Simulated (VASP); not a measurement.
The system is Cs2InAgBr6.

```
CELL_PARAMETERS angstrom
0.00000 5.61200 5.61200
5.61200 0.00000 5.61200
5.61200 5.61200 0.00000
ATOMIC_POSITIONS crystal
Cs 0.75000 0.75000 0.75000
Cs 0.25000 0.25000 0.25000
In 0.00000 0.00000 0.00000
Ag 0.50000 0.50000 0.50000
Br 0.75599 0.24400 0.24400
Br 0.24400 0.24400 0.75599
Br 0.24400 0.75599 0.75599
Br 0.24400 0.75599 0.24400
Br 0.75599 0.24400 0.75599
Br 0.75599 0.75599 0.24400
```

The cell comes from a database or a generator and needn't be the stable form of this composition.

| Property | Result |
| --- | --- |
| Program | VASP 6.6.1 |
| Task | relaxation of cell and atoms |
| Functional | PBEsol |
| Potentials or basis | VASP PAW PBE potentials, release 64 (Cs_sv, In_d, Ag, Br) |
| Cutoff | 600 eV |
| k mesh | 4 × 4 × 4 |
| Occupations | gaussian, width 0.02 eV |
| Spin | no spin polarisation |

At the start: pressure -1.8 GPa; volume 35.35 Å³/atom.

Problem. Where does the relaxation end?

Solution. Over 8 steps the energy falls by 17.9 meV/atom and the volume is 32.55 Å³/atom (-7.9 %); space group Fm-3m (No. 225, to 0.05 Å).

The path:
```
step  energy change (eV)  largest force (eV/Å)  pressure (GPa)  volume (Å³)
   1              0.0000                0.0009           -1.84       353.49
   2             -0.1511                0.1769           -0.44       333.08
   3             -0.1580                0.2258           -0.01       328.21
   4             -0.1705                0.1366            0.00       326.96
   5             -0.1787                0.0295            0.04       325.06
   6             -0.1789                0.0006            0.05       324.64
   7             -0.1789                0.0059            0.05       324.73
   8             -0.1790                0.0013           -0.02       325.46
```

Final structure:
```
CELL_PARAMETERS angstrom
0.00000 5.45951 5.45951
5.45951 0.00000 5.45951
5.45951 5.45951 0.00000
ATOMIC_POSITIONS crystal
Cs 0.75000 0.75000 0.75000
Cs 0.25000 0.25000 0.25000
In 0.00000 0.00000 0.00000
Ag 0.50000 0.50000 0.50000
Br 0.75307 0.24693 0.24693
Br 0.24693 0.24693 0.75307
Br 0.24693 0.75307 0.75307
Br 0.24693 0.75307 0.24693
Br 0.75307 0.24693 0.75307
Br 0.75307 0.75307 0.24693
```

Caveat: the PAW data sets were made with another functional, which shifts forces and pressure a little.
